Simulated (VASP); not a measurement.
Method: PBE GGA, VASP's PBE PAW potentials (set 64) (plane waves; VASP).

VASP ran on this input.

**KPOINTS**
```
Automatic mesh
0
Monkhorst-Pack
4 4 4
0 0 0
```

POSCAR:
```
TiC
4.4325260
  0.0000000000   0.4961606542   0.4920203514
  0.5000000000   0.0000000000   0.4920203514
  0.5000000000   0.4961606542   0.0000000000
Ti C
1 1
Cart
  0.0000000000   0.0000000000   0.0000000000
  0.5219750000   0.4961606542   0.4920203514
```

**INCAR**
```
SYSTEM = TiC
PREC = Accurate; ENCUT = 520; LREAL = .FALSE.
LASPH = .TRUE.
EDIFF = 1E-6; NELM = 100; ALGO = Normal
LMAXMIX = 4
ISMEAR = 1; SIGMA = 0.1
GGA = PE
ISIF = 2
LWAVE = .FALSE.; LCHARG = .FALSE.
```

POTCAR, in this order: Ti_sv C (PBE.64 set). Program: vasp_std.

### Question
Estimate the energy per atom (σ→0), pressure, largest force.

### Answer

* **energy per atom (σ→0)**: -9.312 eV/atom
* **pressure**: -8.77 GPa
* **largest force**: 0.644 eV/Å

### OSZICAR
```
...
DAV:   9    -0.186301860066E+02    0.11544E-01   -0.23809E-01   884   0.630E+00    0.892E-01
DAV:  10    -0.186260207355E+02    0.41653E-02   -0.18298E-02  1140   0.187E+00    0.645E-01
DAV:  11    -0.186235361380E+02    0.24846E-02   -0.88859E-03   804   0.147E+00    0.123E-01
DAV:  12    -0.186235324349E+02    0.37031E-05   -0.52868E-04   980   0.249E-01    0.425E-02
DAV:  13    -0.186235145146E+02    0.17920E-04   -0.38628E-05   844   0.597E-02    0.139E-02
DAV:  14    -0.186235121853E+02    0.23293E-05   -0.31448E-06   844   0.235E-02    0.345E-03
DAV:  15    -0.186235121603E+02    0.25088E-07   -0.16296E-07   424   0.611E-03
   1 F= -.18623512E+02 E0= -.18623578E+02  d E =0.198612E-03
```

The compound is TiC in the rock salt structure. The cell was not relaxed at this level, atoms are displaced from their ideal sites. The k-mesh is coarse (spacing up to 0.62 per Å, 2π included), so the numbers may not be converged in it. The run is one of a series of settings (KPOINTS 4×4×4 Monkhorst-Pack mesh against the base run), some of them coarse on purpose.
